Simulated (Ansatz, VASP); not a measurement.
## Two plane-wave programs on AgB4

Contents of INCAR:

```
PREC = Accurate
ENCUT = 520
EDIFF = 1E-6
ISMEAR = -1
SIGMA = 0.05
LREAL = F
LASPH = T
NELM = 100
ALGO = Normal
ISIF = 2
LWAVE = F
LCHARG = F
MAGMOM = 0 0 0 0 0 0 0 0 0 0 0 0 0 0 0
LORBIT = 11
LSORBIT = T
GGA_COMPAT = F
LMAXMIX = 4
GGA = PE
```

File KPOINTS:

```
Automatic mesh
0
Gamma
  7 7 4
```

File POSCAR:

```
AgB4
1.0
    3.0321300000      0.0000000000      0.0000000000
   -1.5160700000      2.6259100000      0.0000000000
    0.0000000000      0.0000000000      5.6987400000
Ag B
1 4
Direct
    0.0000000000      0.0000000000      0.0000000000
    0.3333300000      0.6666700000      0.6649500000
    0.6666700000      0.3333300000      0.6649500000
    0.3333300000      0.6666700000      0.3350500000
    0.6666700000      0.3333300000      0.3350500000
```

The input KPOINTS_OPT:

```
path GMKGALHA,LM,KH
15
line-mode
reciprocal
 0.0000000000  0.0000000000  0.0000000000  G
 0.5000000000  0.0000000000  0.0000000000  M

 0.5000000000  0.0000000000  0.0000000000  M
 0.3333333333  0.3333333333  0.0000000000  K

 0.3333333333  0.3333333333  0.0000000000  K
 0.0000000000  0.0000000000  0.0000000000  G

 0.0000000000  0.0000000000  0.0000000000  G
 0.0000000000  0.0000000000  0.5000000000  A

 0.0000000000  0.0000000000  0.5000000000  A
 0.5000000000  0.0000000000  0.5000000000  L

 0.5000000000  0.0000000000  0.5000000000  L
 0.3333333333  0.3333333333  0.5000000000  H

 0.3333333333  0.3333333333  0.5000000000  H
 0.0000000000  0.0000000000  0.5000000000  A

 0.5000000000  0.0000000000  0.5000000000  L
 0.5000000000  0.0000000000  0.0000000000  M

 0.3333333333  0.3333333333  0.0000000000  K
 0.3333333333  0.3333333333  0.5000000000  H
```

File input.yaml:

```yaml
crystal:
  lattice:
    - [3.03213, 0.0, 0.0]
    - [-1.51607, 2.62591, 0.0]
    - [0.0, 0.0, 5.69874]
  atoms:
    - { symbol: Ag, position: [0.0, 0.0, 0.0] }
    - { symbol: B, position: [0.33333, 0.66667, 0.66495] }
    - { symbol: B, position: [0.66667, 0.33333, 0.66495] }
    - { symbol: B, position: [0.33333, 0.66667, 0.33505] }
    - { symbol: B, position: [0.66667, 0.33333, 0.33505] }
hamiltonian:
  xc: pbe
  pseudopotentials: { kind: paw_fr }
magnetization:
  noncollinear: true
  spin_orbit: true
kpoints:
  mp_grid: { grid: [7, 7, 4] }
  band_path:
    path:
      - [[0.0, 0.0, 0.0], [0.5, 0.0, 0.0], [0.3333333333, 0.3333333333, 0.0], [0.0, 0.0, 0.0], [0.0, 0.0, 0.5], [0.5, 0.0, 0.5], [0.3333333333, 0.3333333333, 0.5], [0.0, 0.0, 0.5]]
      - [[0.5, 0.0, 0.5], [0.5, 0.0, 0.0]]
      - [[0.3333333333, 0.3333333333, 0.0], [0.3333333333, 0.3333333333, 0.5]]
    npoints: 14
scf:
  occupations: { method: fermi_dirac, width: 0.05 }
  n_extra_bands: 12
output:
  forces: true
  stress: true
  eigenvalues: true
  fatbands: false
```

The cell was built by a generator and needn't be a form met in nature.

Alike in both runs: task band structure; functional PBE; k mesh 7 × 7 × 4; occupations fermi-dirac, width 0.05 eV; spin-orbit coupling, no magnetisation.

|  | VASP | Ansatz |
| --- | --- | --- |
| version | VASP 6.6.1 | Ansatz 0.2.0 |
| potentials or method | VASP PAW PBE potentials, release 64 (Ag, B) | Ansatz PAW |
| plane-wave cutoff (eV) | 520 | 420 |
| valence electrons in the cell | 23 | 31 |

|  | VASP | Ansatz | Ansatz less VASP |
| --- | --- | --- | --- |
| gap on the k mesh at the Fermi level (eV) | none | none | - |
| pressure (GPa) | 5.2 | 5.2 | +0.06 |
| largest component of the traceless stress (GPa) | 1.11 | 1.18 | +0.076 |
| rms of the force components (eV/Å) | 0.025 | 0.024 | -0.0010 |

Atom by atom the forces differ by 0.001 eV/Å (rms over components). A gap of «none» marks a metal or a gap that the smearing closes. The two sets of potentials don't hold the same shells in valence.
